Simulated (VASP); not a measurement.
Output of a VASP run:

OUTCAR:
```
 ion  position               nearest neighbor table
   1  0.333  0.667  0.250-   2 2.90   2 2.90   2 2.90   2 2.90   2 2.90   2 2.90
   2  0.667  0.333  0.750-   1 2.90   1 2.90   1 2.90   1 2.90   1 2.90   1 2.90
  LATTYP: Found a hexagonal cell.
 ALAT       =     2.9500000000
 C/A-ratio  =     1.5884745763
 Subroutine PRICEL returns:
 Original cell was already a primitive cell.
 Subroutine GETGRP returns: Found 24 space group operations
The static configuration has the point symmetry D_3d.
 The point group associated with its full space group is D_6h.
The dynamic configuration has the point symmetry D_3d.
 Subroutine INISYM returns: Found 24 space group operations
 Subroutine IBZKPT returns following result:
 Found     84 irreducible k-points:

 Following reciprocal coordinates:
            Coordinates               Weight
  0.000000  0.000000  0.000000      1.000000
  0.076923  0.000000  0.000000      6.000000
  0.153846  0.000000  0.000000      6.000000
  0.230769  0.000000  0.000000      6.000000
  0.307692  0.000000  0.000000      6.000000
  0.384615  0.000000  0.000000      6.000000
  0.461538  0.000000  0.000000      6.000000
  0.076923  0.076923  0.000000      6.000000
  0.153846  0.076923  0.000000     12.000000
  0.230769  0.076923  0.000000     12.000000
  0.307692  0.076923  0.000000     12.000000
  0.384615  0.076923  0.000000     12.000000
  0.461538  0.076923  0.000000      6.000000
  0.153846  0.153846  0.000000      6.000000
  0.230769  0.153846  0.000000     12.000000
  0.307692  0.153846  0.000000     12.000000
  0.384615  0.153846  0.000000     12.000000
  0.230769  0.230769  0.000000      6.000000
  0.307692  0.230769  0.000000     12.000000
  0.384615  0.230769  0.000000      6.000000
  0.307692  0.307692  0.000000      6.000000
  0.000000  0.000000  0.142857      2.000000
  0.076923  0.000000  0.142857     12.000000
  0.153846  0.000000  0.142857     12.000000
  0.230769  0.000000  0.142857     12.000000
  0.307692  0.000000  0.142857     12.000000
  0.384615  0.000000  0.142857     12.000000
  0.461538  0.000000  0.142857     12.000000
  0.076923  0.076923  0.142857     12.000000
  0.153846  0.076923  0.142857     24.000000
  0.230769  0.076923  0.142857     24.000000
  0.307692  0.076923  0.142857     24.000000
  0.384615  0.076923  0.142857     24.000000
  0.461538  0.076923  0.142857     12.000000
  0.153846  0.153846  0.142857     12.000000
  0.230769  0.153846  0.142857     24.000000
  0.307692  0.153846  0.142857     24.000000
  0.384615  0.153846  0.142857     24.000000
  0.230769  0.230769  0.142857     12.000000
  0.307692  0.230769  0.142857     24.000000
   k-points           NKPTS =     84   k-points in BZ     NKDIM =     84   number of bands    NBANDS=     16
   number of dos      NEDOS =    301   number of ions     NIONS =      2
   total plane-waves  NPLWV =  12800
   dimension x,y,z NGX =    20 NGY =   20 NGZ =   32
   dimension x,y,z NGXF=    40 NGYF=   40 NGZF=   64
   ions per type =               2
   PREC   = accura    normal or accurate (medium, high low for compatibility)
   ISTART =      0    job   : 0-new  1-cont  2-samecut
   ICHARG =      2    charge: 1-file 2-atom 10-const
   ISPIN  =      1    spin polarized calculation?
   LNONCOLLINEAR =      F non collinear calculations
   LSORBIT =      F    spin-orbit coupling
   INIWAV =      1    electr: 0-lowe 1-rand  2-diag
   ENCUT  =  400.0 eV  29.40 Ry    5.42 a.u.   4.81  4.81  7.64*2*pi/ulx,y,z
   NELM   =    100;   NELMIN=  2; NELMDL= -5     # of ELM steps
   EDIFF  = 0.1E-05   stopping-criterion for ELM
   LREAL  =      F    real-space projection
   NLSPLINE    = F    spline interpolate recip. space projectors
   LMAXMIX     =    4 max onsite mixed and CHGCAR
   VOSKOWN=      0    Vosko Wilk Nusair interpolation
   EDIFFG = -.1E-01   stopping-criterion for IOM
   NSW    =     60    number of steps for IOM
...
```

**OSZICAR**
```
...
DAV:   3    -0.253345140058E+02    0.71552E-04   -0.94491E-05  3392   0.625E-02    0.795E-03
DAV:   4    -0.253345306301E+02   -0.16624E-04   -0.88700E-06  2832   0.291E-02    0.437E-03
DAV:   5    -0.253345341314E+02   -0.35013E-05   -0.18358E-05  4384   0.411E-02    0.304E-03
DAV:   6    -0.253345275475E+02    0.65839E-05   -0.42999E-06  2288   0.240E-02    0.333E-03
DAV:   7    -0.253345384499E+02   -0.10902E-04   -0.26205E-07  1344   0.614E-03    0.125E-03
DAV:   8    -0.253345346535E+02    0.37964E-05   -0.15306E-07  1344   0.460E-03    0.586E-04
DAV:   9    -0.253345376072E+02   -0.29537E-05   -0.48115E-08  1344   0.198E-03    0.603E-04
DAV:  10    -0.253345365220E+02    0.10852E-05   -0.26388E-08  1344   0.149E-03    0.548E-04
DAV:  11    -0.253345376770E+02   -0.11551E-05   -0.17389E-08  1344   0.154E-03    0.189E-04
DAV:  12    -0.253345379011E+02   -0.22408E-06   -0.71333E-09  1344   0.815E-04
   4 F= -.25334538E+02 E0= -.25334429E+02  d E =-.110032E-01
       N       E                     dE             d eps       ncg     rms          rms(c)
DAV:   1    -0.253352578657E+02   -0.72019E-03   -0.46320E-02  2824   0.320E+00    0.193E-01
DAV:   2    -0.253347430388E+02    0.51483E-03   -0.30298E-03  2688   0.599E-01    0.104E-01
DAV:   3    -0.253349173984E+02   -0.17436E-03   -0.47896E-04  3800   0.369E-01    0.968E-03
DAV:   4    -0.253346209775E+02    0.29642E-03   -0.12448E-04  3072   0.167E-01    0.481E-03
DAV:   5    -0.253347245488E+02   -0.10357E-03   -0.18381E-05  3360   0.550E-02    0.306E-03
DAV:   6    -0.253346665428E+02    0.58006E-04   -0.27421E-06  2368   0.292E-02    0.207E-03
DAV:   7    -0.253346988055E+02   -0.32263E-04   -0.79727E-07  1752   0.133E-02    0.748E-04
DAV:   8    -0.253346845412E+02    0.14264E-04   -0.33030E-07  1408   0.578E-03    0.223E-04
DAV:   9    -0.253346956115E+02   -0.11070E-04   -0.61083E-08  1400   0.385E-03    0.152E-04
DAV:  10    -0.253346915268E+02    0.40847E-05   -0.25971E-08  1400   0.166E-03    0.835E-05
DAV:  11    -0.253346945431E+02   -0.30162E-05   -0.85110E-09  1400   0.119E-03    0.818E-05
DAV:  12    -0.253346936580E+02    0.88512E-06   -0.24280E-09  1360   0.502E-04
   5 F= -.25334694E+02 E0= -.25334605E+02  d E =-.155757E-03
       N       E                     dE             d eps       ncg     rms          rms(c)
DAV:   1    -0.253349733550E+02   -0.27881E-03   -0.20627E-02  2824   0.213E+00    0.129E-01
DAV:   2    -0.253347196700E+02    0.25369E-03   -0.13466E-03  2688   0.400E-01    0.695E-02
DAV:   3    -0.253348606585E+02   -0.14099E-03   -0.21443E-04  3800   0.247E-01    0.641E-03
DAV:   4    -0.253346701104E+02    0.19055E-03   -0.55377E-05  3096   0.112E-01    0.319E-03
DAV:   5    -0.253347423623E+02   -0.72252E-04   -0.78734E-06  2832   0.365E-02    0.202E-03
DAV:   6    -0.253347015987E+02    0.40764E-04   -0.14113E-06  1744   0.217E-02    0.136E-03
DAV:   7    -0.253347248976E+02   -0.23299E-04   -0.46750E-07  1544   0.104E-02    0.473E-04
DAV:   8    -0.253347154291E+02    0.94684E-05   -0.17317E-07  1424   0.466E-03    0.170E-04
DAV:   9    -0.253347228142E+02   -0.73851E-05   -0.36619E-08  1384   0.283E-03    0.104E-04
DAV:  10    -0.253347208133E+02    0.20009E-05   -0.11687E-08  1376   0.131E-03    0.465E-05
DAV:  11    -0.253347227163E+02   -0.19031E-05   -0.46703E-09  1392   0.923E-04    0.818E-05
DAV:  12    -0.253347211446E+02    0.15717E-05   -0.22875E-09  1360   0.531E-04    0.312E-05
DAV:  13    -0.253347211392E+02    0.54088E-08   -0.95092E-10  1392   0.310E-04
   6 F= -.25334721E+02 E0= -.25334644E+02  d E =-.183238E-03
```

**OUTCAR**
```
------------------------ aborting loop because EDIFF is reached ----------------------------------------
  FORCE on cell =-STRESS in cart. coord.  units (eV):
  Direction    XX          YY          ZZ          XY          YZ          ZX
  --------------------------------------------------------------------------------------
  Total        0.0141557      0.0141557      0.0165757      0.0000000      0.0000000      0.0000000
  in kB        0.6616325      0.6616326      0.7747420      0.0000000      0.0000000      0.0000000
  external PRESSURE =       0.6993357 kB  Pullay stress =       0.0000000 kB
  volume of cell :       34.28
      direct lattice vectors                 reciprocal lattice vectors
     2.927181501 -0.000000000  0.000000000     0.341625553  0.197237601  0.000000000
    -1.463590751  2.535013599 -0.000000000     0.000000000  0.394475201  0.000000000
    -0.000000000 -0.000000000  4.619511882     0.000000000  0.000000000  0.216473088
 POSITION                                       TOTAL-FORCE (eV/Angst)
 -----------------------------------------------------------------------------------
     -0.00000      1.69001      1.15488        -0.000000      0.000000      0.000000
      1.46359      0.84500      3.46463         0.000000     -0.000000      0.000000
 -----------------------------------------------------------------------------------
    total drift:                               -0.001006      0.000370     -0.000018
  FREE ENERGIE OF THE ION-ELECTRON SYSTEM (eV)
  ---------------------------------------------------
  free  energy   TOTEN  =       -25.3347211392 eV

  energy  without entropy=      -25.3344890965  energy(sigma->0) =      -25.33464379

 reached required accuracy - stopping structural energy minimisation
```
(Selected blocks of OUTCAR.)

### POSCAR
```
Ti
1
    2.9500000000     0.0000000000     0.0000000000
   -1.4750000000     2.5547750000     0.0000000000
    0.0000000000     0.0000000000     4.6860000000
Ti
2
Direct
  0.3333330000   0.6666670000   0.2500000000
  0.6666670000   0.3333330000   0.7500000000
```

Q: Write an INCAR and KPOINTS that could have produced this output.

A: Several could match; the one computed here: the input of the run itself, r2SCAN+rVV10, plane waves, VASP's PBE PAW potentials (set 64).

KPOINTS:
```
Automatic mesh
0
Gamma
13 13 7
0 0 0
```

### INCAR
```
# general
SYSTEM  =Ti
PREC    =Accurate
ENCUT   =400   # plane-wave cut-off (eV)
LREAL   =F
LASPH   =T   # aspherical one-centre terms

# electronic loop
EDIFF   =1E-6
NELM    =100
ALGO    =Normal   # blocked Davidson
LMAXMIX =4   # l cut-off of mixed one-centre charges
LMIXTAU =T

# smearing
ISMEAR  =1   # Methfessel-Paxton
SIGMA   =0.1

# functional
METAGGA =R2SCAN
LUSE_VDW=T
BPARAM  =11.95
CPARAM  =0.0093

# ions
IBRION  =2   # conjugate gradients
NSW     =60   # most ionic steps
ISIF    =3   # ions, shape and volume
EDIFFG  =-0.01

# output
LWAVE   =F
LCHARG  =F
```

POTCAR, in this order: Ti_sv (PBE.64 set). Program: vasp_std.

Energy and stress use the plane-wave basis of the starting cell.

The structure comes from a measured Ti entry (P6_3/mmc) of the Crystallography Open Database, whose conditions weren't checked. This run relaxes it. Symmetry was kept, so distortions that lower it aren't found.
